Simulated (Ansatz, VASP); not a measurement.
## Ge in two plane-wave programs

Aim: how closely do two programs agree when they are given the same cell, functional and k mesh? Of the first pair: The structure shown is frame 165 of Ansatz's trajectory.

Program: Ansatz 0.2.0. Level of theory: plane waves, with VASP 6.6.1 beside it; single point at PBEsol. Results are calculated unless marked as measured.

**1. The starting structure**

The cell holds 30 atoms: 30 Ge. Cell: a = 8.978 Å, b = 8.978 Å, c = 8.978 Å, α = 90.0°, β = 90.0°, γ = 90.0°. Kind glass; density_g_cm3 5.0; melt_temperature_k 2200; route random start, relaxed, short melt, two cooling runs, relaxed.

**2. Ansatz: dynamics, PBEsol**

Ansatz runs on its PAW soft_1 files.

One frame of this run of dynamics is then solved in both programs, so the motion causes no difference.

File input.yaml:

```yaml
crystal:
  lattice:
    - [8.9779155195, 0.0, 0.0]
    - [0.0, 8.9779155195, 0.0]
    - [0.0, 0.0, 8.9779155195]
  atoms:
    - { symbol: Ge, position: [0.2300662652, 0.315747695, 0.7761736809] }
    - { symbol: Ge, position: [0.0443248176, 0.540556138, 0.7236826296] }
    - { symbol: Ge, position: [0.105692923, 0.0751015613, 0.2625687561] }
    - { symbol: Ge, position: [0.5962446397, 0.5226410574, 0.1241827106] }
    - { symbol: Ge, position: [0.5353952143, 0.5393974297, 0.4603542434] }
    - { symbol: Ge, position: [0.6301527414, 1.025639491, 0.7209434416] }
    - { symbol: Ge, position: [0.573430975, 0.234742794, 0.4059100091] }
    - { symbol: Ge, position: [0.4451107468, 0.7740671763, 0.5975789633] }
    - { symbol: Ge, position: [0.5838038405, 0.1982845777, 0.0621260372] }
    - { symbol: Ge, position: [0.1794859352, 0.8436702045, 0.701905921] }
    - { symbol: Ge, position: [0.7413837141, 0.7149808645, 0.4033191153] }
    - { symbol: Ge, position: [0.5743003308, 0.5401441497, 0.8288163673] }
    - { symbol: Ge, position: [0.785405717, 0.675836305, 0.708679485] }
    - { symbol: Ge, position: [0.3884626915, 0.3704393893, 0.2246286913] }
    - { symbol: Ge, position: [0.5444449446, 0.8227947083, 0.8733191387] }
    - { symbol: Ge, position: [0.2323964215, 0.1076531471, 0.5599067647] }
    - { symbol: Ge, position: [-0.0186628417, 0.3896478922, 0.471179204] }
    - { symbol: Ge, position: [0.3865888494, 1.0344684832, 0.1736075175] }
    - { symbol: Ge, position: [-0.0307015337, 0.3555055106, -0.0549357763] }
    - { symbol: Ge, position: [0.691886768, 0.2784390831, 0.8143618096] }
    - { symbol: Ge, position: [0.8003283477, 0.052754737, 0.1692677802] }
    - { symbol: Ge, position: [0.6058944554, 0.8325300089, 0.161939765] }
    - { symbol: Ge, position: [0.919907732, 0.9357332791, 0.7579364821] }
    - { symbol: Ge, position: [0.9616509815, 0.2206861511, 0.6876437519] }
    - { symbol: Ge, position: [0.4767509957, 0.3416805499, 0.6502462846] }
    - { symbol: Ge, position: [0.3339928452, 0.0503347462, 0.8390847026] }
    - { symbol: Ge, position: [0.5819806599, 0.9522920795, 0.4386919336] }
    - { symbol: Ge, position: [1.0751394106, 1.0521059159, 0.9822177137] }
    - { symbol: Ge, position: [0.792145918, 0.3541181157, 0.2385725107] }
    - { symbol: Ge, position: [0.0867372976, 0.3598030772, 0.2086354319] }
kpoints:
  mp_grid: { grid: [1, 1, 1] }
scf:
  occupations: { method: fermi_dirac, width: 0.1 }
  n_extra_bands: 21
hamiltonian:
  xc: pbesol
  pseudopotentials: { kind: paw, azcp: { folder: soft_1 }, xc_functional: pbe }
output:
  forces: true
basis:
  ecutwfc: 320
md:
  timestep: 2.5
  n_steps: 495
  ensemble: nvt_langevin
  temperature: 2200
  seed: 0
```

The run is started by

```bash
$ ansatz run input.yaml --threads 8 --pin off --max-ram 23552MiB --backend cpu --events-out ev --progress --plain --runs-dir out
```

Numbers of over 12 decimals in the logs are rounded to 6 here.

Log:

```text
Warning: md: disabling space-group detection — thermal motion breaks the input geometry's symmetry, so no spatial operation reduces the k-mesh or symmetrises the density; time reversal is kept, so that k and −k are solved as one point where they differ and the mesh holds both, and exact exchange and, on two spinor components, a DFT+U term hold to it where the run has them: on two components no moment then forms, and  [...]
Warning: basis.ecutwfc = 320 eV is below the records' recommended 420 eV, and the density's cutoff is lower with it unless basis.ecutrho_ratio is high enough to keep the records' density cutoff: compare with a run at a higher cutoff
scf.n_extra_bands = 21 over 210 filled bands (N_el = 420.0): the run solves 231 bands
Engine: ansatz 0.2.0, aarch64-unknown-linux-gnu
Pseudopotentials: kind: paw
Pseudopotential: Ge, paw, valence charge 14, recommended cutoff 420 eV (normal), soft_1/Ge.paw.azcp
Functional definition: PBEsol
  exchange = pbesol_x
  correlation = pbesol_c
Crystal: 30 atoms, lattice volume = 723.647 Å³
Basis set: ecut = 320 eV, 9435 PW (Γ), exchange–correlation on 108×108×108 points (8 copies of the dense FFT grid, shifted against one another)
Bands: 231, of which v1, the nominal top of the filled ones, is band 210 counted from 1 (209 counted from 0)
Symmetry: 1 space group operations
k-points: 1
Non-local potential: Ge, projectors of the file, l = 0: 2, l = 1: 2, l = 2: 3, l = 3: 1
PAW form: soft (Blöchl's): semilocal exchange-correlation on the pseudo side does not see the compensation charge
PAW frozen core: Ge, regenerated for the run's functional, and the local potential with it (the file was generated under x = pbe(κ = 0.804, μ = 0.219515), c = pbe(β = 0.066725))
PAW one-centre angular grid: Ge, 590 points (default); XC on 64 Gauss nodes
Initial density: superposition of atomic densities (chi_scale 0.1, normalization cell)
Initial wavefunctions: pseudopotential atomic-orbital guess
Functional: x = pbesol(κ = 0.804, μ = 0.123457), c = pbesol(β = 0.046)
SCF iter   1: F=—  HF=-127603.548809 eV  |F-HF|=—  |Δ(HF+E_count)|=         —  Δρ=2.25e-2  dr2=6.80e0  ethr=3.10e-3  ⟨swp⟩=6.0  Hψ=848  notcnv=0
preconditioner: auto → Resta (q_TF=auto, 2.492 Å⁻¹)  ε∞=2.9  [insulator: Δε(μ)=0.977 eV  Ē_g=20.694 eV  σ=0.100 eV  W_gap=0.98  n_scr=178 (ndim 8)  ℏωp=28.3 eV  f_vac=0.116  D(μ)=0.45/eV (n_scr^D=0)  ε∞_Penn≈2.9]
SCF iter   2: F=—  HF=-127602.140780 eV  |F-HF|=—  |Δ(HF+E_count)|=    1.41e0  Δρ=1.27e-2  dr2=1.57e0  ethr=1.62e-3  ⟨swp⟩=2.0  Hψ=311  notcnv=0
SCF iter   3: F=—  HF=-127601.877577 eV  |F-HF|=—  |Δ(HF+E_count)|=   2.63e-1  Δρ=4.30e-3  dr2=6.93e-1  ethr=3.73e-4  ⟨swp⟩=2.0  Hψ=306  notcnv=0
SCF iter   4: F=—  HF=-127601.783374 eV  |F-HF|=—  |Δ(HF+E_count)|=   9.42e-2  Δρ=1.54e-3  dr2=6.20e-2  ethr=1.65e-4  ⟨swp⟩=2.0  Hψ=289  notcnv=0
SCF iter   5: F=—  HF=-127601.783039 eV  |F-HF|=—  |Δ(HF+E_count)|=   3.35e-4  Δρ=7.00e-4  dr2=1.59e-2  ethr=1.48e-5  ⟨swp⟩=2.0  Hψ=319  notcnv=0
SCF iter   6: F=—  HF=-127601.785312 eV  |F-HF|=—  |Δ(HF+E_count)|=   2.27e-3  Δρ=3.45e-4  dr2=3.71e-3  ethr=3.79e-6  ⟨swp⟩=2.0  Hψ=269  notcnv=0
SCF iter   7: F=—  HF=-127601.787009 eV  |F-HF|=—  |Δ(HF+E_count)|=   1.70e-3  Δρ=1.81e-4  dr2=9.98e-4  ethr=8.84e-7  ⟨swp⟩=2.0  Hψ=440  notcnv=0
SCF iter   8: F=—  HF=-127601.787835 eV  |F-HF|=—  |Δ(HF+E_count)|=   8.26e-4  Δρ=8.47e-5  dr2=2.79e-4  ethr=2.38e-7  ⟨swp⟩=2.0  Hψ=444  notcnv=0
SCF iter   9: F=—  HF=-127601.788070 eV  |F-HF|=—  |Δ(HF+E_count)|=   2.35e-4  Δρ=3.78e-5  dr2=3.04e-5  ethr=6.64e-8  ⟨swp⟩=2.0  Hψ=378  notcnv=0
SCF iter  10: F=—  HF=-127601.788719 eV  |F-HF|=—  |Δ(HF+E_count)|=   6.49e-4  Δρ=1.93e-5  dr2=7.87e-6  ethr=7.24e-9  ⟨swp⟩=3.0  Hψ=453  notcnv=0
SCF iter  11: F=—  HF=-127601.788747 eV  |F-HF|=—  |Δ(HF+E_count)|=   2.80e-5  Δρ=9.80e-6  dr2=3.59e-6  ethr=1.87e-9  ⟨swp⟩=3.0  Hψ=462  notcnv=0
SCF iter  12: F=—  HF=-127601.788752 eV  |F-HF|=—  |Δ(HF+E_count)|=   4.36e-6  Δρ=5.20e-6  dr2=6.27e-7  ethr=8.55e-10  ⟨swp⟩=3.0  Hψ=454  notcnv=0
SCF iter  13: F=—  HF=-127601.788753 eV  |F-HF|=—  |Δ(HF+E_count)|=   1.00e-6  Δρ=2.77e-6  dr2=1.98e-7  ethr=1.49e-10  ⟨swp⟩=3.0  Hψ=452  notcnv=0
SCF iter  14: F=—  HF=-127601.788753 eV  |F-HF|=—  |Δ(HF+E_count)|=   2.27e-7  Δρ=1.43e-6  dr2=6.00e-8  ethr=4.71e-11  ⟨swp⟩=3.0  Hψ=288  notcnv=0
SCF iter  15: F=-127601.788753 eV  HF=-127601.788753 eV  |F-HF|=8.32e-9  |Δ(HF+E_count)|=   7.68e-8  Δρ=7.78e-7  dr2=1.79e-8  ethr=7.14e-12  ⟨swp⟩=5.0  Hψ=710  notcnv=0
SCF 1 converged in 15 iterations: F = -127601.788753 eV  dr2 = 1.79e-8
[...]
SCF iter   5: F=—  HF=-127595.747133 eV  |F-HF|=—  |Δ(HF+E_count)|=   1.56e-7  Δρ=1.85e-6  dr2=5.84e-8  ethr=1.70e-10  ⟨swp⟩=2.0  Hψ=306  notcnv=0
SCF iter   6: F=-127595.747133 eV  HF=-127595.747133 eV  |F-HF|=4.31e-9  |Δ(HF+E_count)|=  1.46e-11  Δρ=7.11e-7  dr2=7.34e-9  ethr=7.14e-12  ⟨swp⟩=4.0  Hψ=709  notcnv=0
SCF 76 converged in 6 iterations: F = -127595.747133 eV  dr2 = 7.34e-9
md step    75: t =   187.50 fs  T =  1841.3 K  F+E_penalty+E_count = -127595.74713278 eV  E_kin = 7.140335 eV  (6 SCF iters)
[...]
md step    76: t =   190.00 fs  T =  1816.9 K  F+E_penalty+E_count = -127595.50528042 eV  E_kin = 7.045596 eV  (6 SCF iters)
[...]
md step    77: t =   192.50 fs  T =  1821.7 K  F+E_penalty+E_count = -127595.27576247 eV  E_kin = 7.064165 eV  (6 SCF iters)
[...]
md step    78: t =   195.00 fs  T =  1878.2 K  F+E_penalty+E_count = -127595.02949448 eV  E_kin = 7.283424 eV  (6 SCF iters)
[...]
md step    79: t =   197.50 fs  T =  1874.2 K  F+E_penalty+E_count = -127594.75416582 eV  E_kin = 7.267767 eV  (6 SCF iters)
[...]
md step    80: t =   200.00 fs  T =  1851.9 K  F+E_penalty+E_count = -127594.45432910 eV  E_kin = 7.181240 eV  (8 SCF iters)
[...]
md step    81: t =   202.50 fs  T =  1824.7 K  F+E_penalty+E_count = -127594.18153667 eV  E_kin = 7.075900 eV  (6 SCF iters)
SCF iter   1: F=—  HF=-127593.972525 eV  |F-HF|=—  |Δ(HF+E_count)|=         —  Δρ=2.42e-4  dr2=3.68e-4  ethr=1.02e-6  ⟨swp⟩=6.0  Hψ=885  notcnv=0  defer=1
preconditioner: auto → LDOS  [metal: Δε(μ)=0.221 eV  Ē_g=20.610 eV  σ=0.100 eV  W_gap=0.49  n_scr=178 (ndim 8)  ℏωp=28.3 eV  f_vac=0.112  D(μ)=10.19/eV (n_scr^D=56)  β→1.0]
SCF iter   2: F=—  HF=-127593.972470 eV  |F-HF|=—  |Δ(HF+E_count)|=   5.50e-5  Δρ=7.11e-5  dr2=1.11e-4  ethr=8.76e-8  ⟨swp⟩=2.0  Hψ=339  notcnv=0  defer=1
SCF iter   3: F=—  HF=-127593.972457 eV  |F-HF|=—  |Δ(HF+E_count)|=   1.22e-5  Δρ=2.32e-5  dr2=1.64e-5  ethr=2.65e-8  ⟨swp⟩=2.0  Hψ=291  notcnv=0  defer=1
SCF iter   4: F=—  HF=-127593.972845 eV  |F-HF|=—  |Δ(HF+E_count)|=   3.88e-4  Δρ=6.12e-6  dr2=6.52e-7  ethr=3.91e-9  ⟨swp⟩=2.0  Hψ=282  notcnv=0  defer=1
SCF iter   5: F=—  HF=-127593.972845 eV  |F-HF|=—  |Δ(HF+E_count)|=   1.23e-7  Δρ=1.80e-6  dr2=5.09e-8  ethr=1.55e-10  ⟨swp⟩=2.0  Hψ=290  notcnv=0  defer=1
SCF iter   6: F=-127593.972845 eV  HF=-127593.972845 eV  |F-HF|=2.07e-9  |Δ(HF+E_count)|=  8.73e-11  Δρ=5.95e-7  dr2=4.38e-9  ethr=7.14e-12  ⟨swp⟩=4.0  Hψ=710  notcnv=0
SCF 83 converged in 6 iterations: F = -127593.97284
```

(Part 1 of 3 ends here.)

[Lines on the potential files, build, host, timing and source positions are cut from VASP's logs without a mark.]

[Logs are printed without paths, hosts, clocks, repeated set-up lines and the standing remarks that a program may print on its own settings, such as how far it seeks lower states.]

[Hosts, paths, dates, database ids (printed as entryN), source tags and the programs' standing remarks are cut or masked in the printed files.]
